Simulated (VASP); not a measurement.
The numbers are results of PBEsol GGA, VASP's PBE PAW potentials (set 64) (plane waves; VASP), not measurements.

Input for VASP

**KPOINTS**
```
Automatic mesh
0
Gamma
18 18 18
0 0 0
```

**POSCAR**
```
Ag
1.0
 -1.6107232445   1.6107232445   1.6107232445
  1.6107232445  -1.6107232445   1.6107232445
  1.6107232445   1.6107232445  -1.6107232445
Ag
1
Cartesian
  0.0000000000   0.0000000000   0.0000000000
```

INCAR:
```
SYSTEM  =  Ag
PREC  =  Accurate; ENCUT  =  400; LREAL  =  .False.
LASPH  =  .True.
EDIFF  =  1E-7; NELM  =  100; ALGO  =  Normal
LMAXMIX  =  4
ISMEAR  =  -5
GGA  =  PS
ISIF  =  2
LWAVE  =  .False.; LCHARG  =  .True.; LORBIT  =  11
NEDOS  =  601
```

POTCAR, in this order: Ag (PBE.64 set). Program: vasp_std.

Output of the run:

OSZICAR:
```
       N       E                     dE             d eps       ncg     rms          rms(c)
DAV:   1     0.339966404075E+02    0.33997E+02   -0.49547E+03  3854   0.887E+02
DAV:   2    -0.333971142282E+01   -0.37336E+02   -0.35560E+02  3659   0.180E+02
DAV:   3    -0.362909373646E+01   -0.28938E+00   -0.28934E+00  3970   0.187E+01
DAV:   4    -0.362966381228E+01   -0.57008E-03   -0.57026E-03  3817   0.796E-01
DAV:   5    -0.362966815528E+01   -0.43430E-05   -0.43452E-05  3748   0.632E-02    0.581E+00
DAV:   6    -0.328823386046E+01    0.34143E+00   -0.16741E+00  3536   0.138E+01    0.349E+00
DAV:   7    -0.327754975927E+01    0.10684E-01   -0.11865E-02  3774   0.113E+00    0.197E+00
DAV:   8    -0.327328544928E+01    0.42643E-02   -0.76354E-04  3705   0.247E-01    0.804E-02
DAV:   9    -0.327329351897E+01   -0.80697E-05   -0.99151E-06  3790   0.286E-02    0.116E-02
DAV:  10    -0.327329774845E+01   -0.42295E-05   -0.20340E-06  3779   0.156E-02    0.663E-03
DAV:  11    -0.327329741608E+01    0.33237E-06   -0.78512E-08  2088   0.301E-03    0.225E-04
DAV:  12    -0.327329738896E+01    0.27119E-07   -0.53192E-09  1832   0.786E-04
   1 F= -.32732974E+01 E0= -.32732974E+01  d E =0.000000E+00
```

### OUTCAR
```
------------------------ aborting loop because EDIFF is reached ----------------------------------------
  FORCE on cell =-STRESS in cart. coord.  units (eV):
  Direction    XX          YY          ZZ          XY          YZ          ZX
  --------------------------------------------------------------------------------------
  Total       -0.0263458     -0.0263458     -0.0263458     -0.0000000      0.0000000      0.0000000
  in kB       -2.5252222     -2.5252222     -2.5252222     -0.0000000      0.0000000      0.0000000
  external PRESSURE =      -2.5252222 kB  Pullay stress =       0.0000000 kB
  volume of cell :       16.72
      direct lattice vectors                 reciprocal lattice vectors
    -1.610723244  1.610723244  1.610723244     0.000000000  0.310419559  0.310419559
     1.610723244 -1.610723244  1.610723244     0.310419559  0.000000000  0.310419559
     1.610723244  1.610723244 -1.610723244     0.310419559  0.310419559  0.000000000
 POSITION                                       TOTAL-FORCE (eV/Angst)
 -----------------------------------------------------------------------------------
      0.00000      0.00000      0.00000         0.000000      0.000000      0.000000
 -----------------------------------------------------------------------------------
    total drift:                                0.000000      0.000000     -0.000000
  FREE ENERGIE OF THE ION-ELECTRON SYSTEM (eV)
  ---------------------------------------------------
  free  energy   TOTEN  =        -3.2732973890 eV

  energy  without entropy=       -3.2732973890  energy(sigma->0) =       -3.27329739

 total charge

# of ion       s       p       d       tot
------------------------------------------
    1        0.425   0.315   9.149   9.890
```
(Selected blocks of OUTCAR.)

OUTCAR:
```
 val. band max:        8.5187948483   @ k =   0.2778   0.1667   0.0556

 cond. band min:       8.5396516901   @ k =   0.2222   0.2222   0.0556


 Fermi energy:         8.5426972729

 k-point     1 :       0.0000    0.0000    0.0000
  band No.  band energies     occupation
      1       0.5392      2.00000
      2       3.5449      2.00000
      3       3.5449      2.00000
      4       3.5449      2.00000
      5       4.9395      2.00000
      6       4.9395      2.00000
      7      26.5281      0.00000
      8      26.5281      0.00000
      9      26.5281      0.00000

 k-point     2 :       0.0556    0.0000    0.0000
  band No.  band energies     occupation
      1       0.6434      2.00000
      2       3.5182      2.00000
      3       3.5488      2.00000
      4       3.6059      2.00000
      5       4.9097      2.00000
      6       4.9414      2.00000
      7      26.2967      0.00000
      8      26.5056      0.00000
      9      26.6075      0.00000

 k-point     3 :       0.1111    0.0000    0.0000
  band No.  band energies     occupation
      1       0.9448      2.00000
      2       3.4422      2.00000
      3       3.5615      2.00000
      4       3.7849      2.00000
      5       4.8365      2.00000
      6       4.9476      2.00000
      7      25.4619      0.00000
      8      26.3097      0.00000
      9      26.8329      0.00000

 k-point     4 :       0.1667    0.0000    0.0000
  band No.  band energies     occupation
      1       1.3983      2.00000
      2       3.3279      2.00000
      3       3.6040      2.00000
      4       4.0694      2.00000
      5       4.7605      2.00000
      6       4.9594      2.00000
      7      23.8785      0.00000
      8      25.7104      0.00000
      9      27.1684      0.00000

 k-point     5 :       0.2222    0.0000    0.0000
  band No.  band energies     occupation
      1       1.8744      2.00000
      2       3.1910      2.00000
      3       3.7830      2.00000
...
```

For a metal the tetrahedron method with Blöchl corrections gives inexact stress and forces.

The structure was generated: Ag was put into the bcc type (Im-3m), which need not be its known phase. It was relaxed first.
